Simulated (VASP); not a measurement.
Data:

```
BC63
1.0
    7.14656     0.00000     0.00000
    0.00000     7.14656     0.00000
    0.00000     0.00000     7.14656
C B
63 1
Direct
  0.49991   0.00020   0.00016
  0.62454   0.12452   0.12456
  0.74984   0.25024   0.99993
  0.87553   0.37551   0.12455
  0.74982   0.99994   0.25025
  0.87556   0.12449   0.37560
  0.99992   0.00025   0.00014
  0.12506   0.12534   0.12530
  0.24997   0.25027   0.00036
  0.37508   0.37532   0.12547
  0.49993   0.50021   0.00016
  0.62474   0.62501   0.12550
  0.74984   0.75015   0.00041
  0.87481   0.87506   0.12533
  0.25001   0.00041   0.25025
  0.37511   0.12545   0.37539
  0.50136   0.24954   0.24957
  0.62814   0.37195   0.37197
  0.75054   0.49869   0.24954
  0.87464   0.62497   0.37529
  0.49993   0.00013   0.50015
  0.62473   0.12544   0.62501
  0.75050   0.24952   0.49869
  0.87460   0.37533   0.62502
  0.74986   0.00037   0.75009
  0.87481   0.12531   0.87500
  0.99989   0.50013   0.00017
  0.12426   0.62473   0.12452
  0.24999   0.75009   0.99995
  0.37530   0.87580   0.12452
  0.00013   0.25026   0.25026
  0.12524   0.37533   0.37533
  0.24927   0.50161   0.24955
  0.37172   0.62835   0.37189
  0.49846   0.75079   0.24949
  0.62476   0.87484   0.37532
  0.99994   0.00015   0.50017
  0.12428   0.12451   0.62480
  0.24933   0.24957   0.50166
  0.37172   0.37196   0.62837
  0.62812   0.62838   0.62840
  0.75053   0.75076   0.50158
  0.87556   0.87576   0.62476
  0.25001   0.99993   0.75006
  0.37530   0.12452   0.87579
  0.49846   0.24952   0.75077
  0.62474   0.37533   0.87486
  0.75054   0.50163   0.75077
  0.87555   0.62475   0.87582
  0.99968   0.75008   0.25024
  0.12430   0.87576   0.37557
  0.99992   0.50017   0.50015
  0.12524   0.62494   0.62494
  0.24932   0.75074   0.49868
  0.37509   0.87481   0.62501
  0.99966   0.25021   0.75007
  0.12428   0.37553   0.87580
  0.24930   0.49869   0.75081
  0.37512   0.62500   0.87488
  0.50139   0.75076   0.75082
  0.62457   0.87578   0.87583
  0.00013   0.75005   0.75009
  0.12507   0.87505   0.87502
  0.49988   0.50018   0.50017
```
Cell charge -1.

These are HSE06 screened hybrid, VASP's PBE PAW potentials (set 64) (plane waves; VASP 6.6.1) values and carry that method's errors. Settings: PREC = Normal, LREAL = Auto, ISYM = 0, NELECT = 256.0, EDIFF = 1E-5, 400 eV cut-off, 1×1×1 Γ-centred mesh, Gaussian smearing of 0.050 eV, potentials C B.

The cell is charged, with a uniform compensating background. The supercell is sampled at Γ alone, which is coarse: total energies, pressure and levels can be off, energies of defects by several tenths of an eV.

Q: Predict the energy per atom (σ→0), largest force.

A: 
| Quantity | Result |
|---|---|
| energy per atom (σ→0) | -10.274 eV/atom |
| largest force | 0.072 eV/Å |

The cell is a supercell with a defect, built from C (diamond): B_C, charge -1. The cell's shape comes from a PBE relaxation. The run is not spin-polarised, so no state with unpaired spins was tried.
